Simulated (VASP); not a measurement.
Data:

```
CELL_PARAMETERS angstrom
      6.24907     0.00000     0.00000
      0.00000     6.24907     0.00000
      0.00000     0.00000     6.24907
ATOMIC_POSITIONS crystal
  Na 0.00000 0.00000 0.00000
  Cl 0.50000 0.50000 0.50000
  Cl 0.00000 0.00000 0.50000
  Cl 0.00000 0.50000 0.00000
  Cl 0.50000 0.00000 0.00000
  K  0.50000 0.50000 0.00000
  K  0.50000 0.00000 0.50000
  K  0.00000 0.50000 0.50000
```

All values below come from PBE GGA, VASP's PBE PAW potentials (set 64) (plane waves; VASP 6.6.1). Numerical set-up: 400 eV cut-off, Gaussian smearing of 0.050 eV, potentials Na_pv Cl K_sv.

Q: Estimate the band gap (along the path) with the smallest direct gap where there is one.

A: 
| Item | Value |
|---|---|
| band gap (along the path) | 4.73 eV |
| smallest direct gap (along the path) | 4.73 eV |

The absolute energy has meaning only against runs of the same code, potentials and settings.

The structure was generated: K3NaCl4 was put into an ordered model structure (Pm-3m), which need not be its known phase. It was relaxed first, which changed the volume by +6 %.
